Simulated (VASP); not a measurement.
These are PBEsol GGA, VASP's PBE PAW potentials (set 64) (plane waves; VASP) values and carry that method's errors.

A VASP calculation is set up with these files.

POSCAR:
```
Hg3ZnTe4
1
    0.0000000000     3.2095204031     3.2095204031
    3.2095204031     0.0000000000     3.2095204031
   12.8663556103    12.8663556103    -0.0282739981
Zn Te Hg
1 4 3
Direct
  0.9975018608   0.9975018608   0.0018736044
  0.2650500698   0.2650500698   0.0512124477
  0.2526102050   0.2526102050   0.3105423462
  0.2441470668   0.2441470668   0.5668896999
  0.2348496761   0.2348496761   0.8238627429
  0.0124888063   0.0124888063   0.2406333953
  0.0009046261   0.0009046261   0.4993215304
  0.9924476892   0.9924476892   0.7556642331
```

KPOINTS:
```
Automatic mesh
0
Gamma
8 8 2
0 0 0
```

**INCAR**
```
SYSTEM=Hg3ZnTe4
PREC=Accurate; ENCUT=400; LREAL=.FALSE.
LASPH=.TRUE.
EDIFF=1E-6; NELM=100; ALGO=Normal
LMAXMIX=6
ISMEAR=1; SIGMA=0.1
GGA=PS
IBRION=2; NSW=60; ISIF=3
EDIFFG=-0.02
LWAVE=.FALSE.; LCHARG=.FALSE.
```

POTCAR, in this order: Zn Te Hg (PBE.64 set). Program: vasp_std.

Unless said otherwise, spin-orbit coupling is left out, though it shifts the bands of the heavy elements here.

Question: Predict the energy per atom (σ→0), volume per atom, band gap (on the k-mesh).

Answer: 
```
Property                                                     Value
------------------------  ----------------------------------------
energy per atom (σ→0)                       -228.1 kJ/mol of atoms
band gap (on the k-mesh)  none (metal, semimetal or under 0.01 eV)
volume per atom                                      32.88 Å³/atom
```

File OSZICAR:
```
...
       N       E                     dE             d eps       ncg     rms          rms(c)
DAV:   1    -0.189107847321E+02   -0.13390E-03   -0.26299E-01  1726   0.225E+00    0.130E-01
DAV:   2    -0.189108213147E+02   -0.36583E-04   -0.18168E-03  2024   0.331E-01    0.449E-02
DAV:   3    -0.189108119262E+02    0.93885E-05   -0.13153E-04  2005   0.642E-02    0.314E-02
DAV:   4    -0.189108079381E+02    0.39881E-05   -0.10426E-05  1999   0.185E-02    0.176E-02
DAV:   5    -0.189108053830E+02    0.25551E-05   -0.41991E-06  1800   0.502E-02    0.475E-03
DAV:   6    -0.189108053599E+02    0.23133E-07   -0.27613E-06  1445   0.119E-02
   7 F= -.18910805E+02 E0= -.18910891E+02  d E =-.353339E-03
```

The structure was generated: Hg3ZnTe4 was put into an ordered model structure (R3m), which need not be its known phase. This run relaxes it. Symmetry was kept, so distortions that lower it aren't found. The start is the result of an earlier pass.
